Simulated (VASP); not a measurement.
The system is AlGa3N2.

```
CELL_PARAMETERS angstrom
5.40000 0.00000 0.00000
0.00000 5.40000 0.00000
0.00000 0.00000 6.00000
ATOMIC_POSITIONS crystal
Al 0.50000 0.50000 0.50000
Al 0.00000 0.00000 0.00000
Ga 0.00000 0.00000 0.50000
Ga 0.00000 0.50000 0.72000
Ga 0.50000 0.00000 0.28000
Ga 0.50000 0.50000 0.00000
Ga 0.00000 0.50000 0.22000
Ga 0.50000 0.00000 0.78000
N 0.27500 0.72500 0.50000
N 0.72500 0.27500 0.50000
N 0.77500 0.77500 0.00000
N 0.22500 0.22500 0.00000
```

The cell was built by a generator and needn't be a form met in nature.

* Program: VASP 6.6.1
* Task: relaxation of cell and atoms
* Functional: PBE
* Potentials or basis: VASP PAW PBE potentials, release 64 (Al, Ga_d, N)
* Cutoff: 520 eV
* k mesh: 3 × 3 × 3
* Occupations: gaussian, width 0.15 eV
* Spin: no spin polarisation

At the start: pressure 10.3 GPa; volume 14.58 Å³/atom.

Task: Where does the relaxation end?

Result: Over 10 steps the energy falls by 64.4 meV/atom and the volume is 16.18 Å³/atom (+11.0 %); space group P4_22_12 (No. 94, to 0.05 Å).

Step by step:
```tsv
step	energy change (eV)	largest force (eV/Å)	pressure (GPa)	volume (Å³)
1	0.0000	1.2169	10.32	174.96
2	-0.5319	0.8816	-2.89	199.76
3	-0.6408	0.4526	0.56	191.64
4	-0.6406	0.4828	0.17	192.10
5	-0.6895	0.3906	-0.06	193.66
6	-0.7528	0.0458	-0.90	198.33
7	-0.7530	0.0858	-0.90	197.96
8	-0.7616	0.2216	0.43	194.54
9	-0.7626	0.1403	0.14	195.46
10	-0.7723	0.0737	0.50	194.22
```

Final structure:
```yaml
crystal:
  lattice:
    - [5.73392, 0.00000, 0.00000]
    - [0.00000, 5.73392, 0.00000]
    - [0.00000, 0.00000, 5.90727]
  atoms:
    - { symbol: Al, position: [0.50000, 0.50000, 0.50000] }
    - { symbol: Al, position: [0.00000, 0.00000, 0.00000] }
    - { symbol: Ga, position: [0.00000, 0.00000, 0.50000] }
    - { symbol: Ga, position: [0.00000, 0.50000, 0.72550] }
    - { symbol: Ga, position: [0.50000, 0.00000, 0.27450] }
    - { symbol: Ga, position: [0.50000, 0.50000, 0.00000] }
    - { symbol: Ga, position: [0.00000, 0.50000, 0.22550] }
    - { symbol: Ga, position: [0.50000, 0.00000, 0.77450] }
    - { symbol: N, position: [0.27894, 0.72106, 0.50000] }
    - { symbol: N, position: [0.72106, 0.27894, 0.50000] }
    - { symbol: N, position: [0.77894, 0.77894, 0.00000] }
    - { symbol: N, position: [0.22106, 0.22106, 0.00000] }
```

Caveat: the k mesh is coarse (spacing up to 0.39 Å⁻¹), so the values aren't converged.
